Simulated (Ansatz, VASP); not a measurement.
**LiNb3P in VASP and in Ansatz**

```
Li Nb P
1.0
     4.56092    0.00000    0.00000
     0.00000    4.56092    0.00000
     0.00000    0.00000    4.56092
Li Nb P
1 3 1
Cartesian
  0.0000 0.0000 0.0000
  0.0000 2.2805 2.2805
  2.2805 0.0000 2.2805
  2.2805 2.2805 0.0000
  2.2805 2.2805 2.2805
```

Alike in both runs: task relaxation of cell and atoms; functional PBE; k mesh 4 × 4 × 4; occupations gaussian, width 0.1 eV; no spin polarisation.

```csv
,VASP,Ansatz
version,VASP 6.6.1,Ansatz 0.2.0
potentials or method,"VASP PAW PBE potentials, release 64 (Li_sv, Nb_sv, P)","scalar-relativistic, plane waves, PAW"
plane-wave cutoff (eV),600,420
valence electrons in the cell,47,47
```

|  | VASP | Ansatz | Ansatz less VASP |
| --- | --- | --- | --- |
| gap on the k mesh at the Fermi level, each at its own relaxed structure (eV) | none | none | - |
| relaxed volume (Å³/atom) | 20.18 | 20.25 | +0.066 |
| relaxed cell length with the largest relative difference (Å) | 4.656 | 4.661 | +0.0051 |
| energy change over the relaxation (meV/atom) | -28 | -30 | -2.4 |

A gap of «none» marks a metal or a gap that the smearing closes.

Caveats: the cutoff is under 1.25 times the usual one of these potentials, so pressure, stress and relaxed cells hold a basis-set (Pulay) error (VASP).
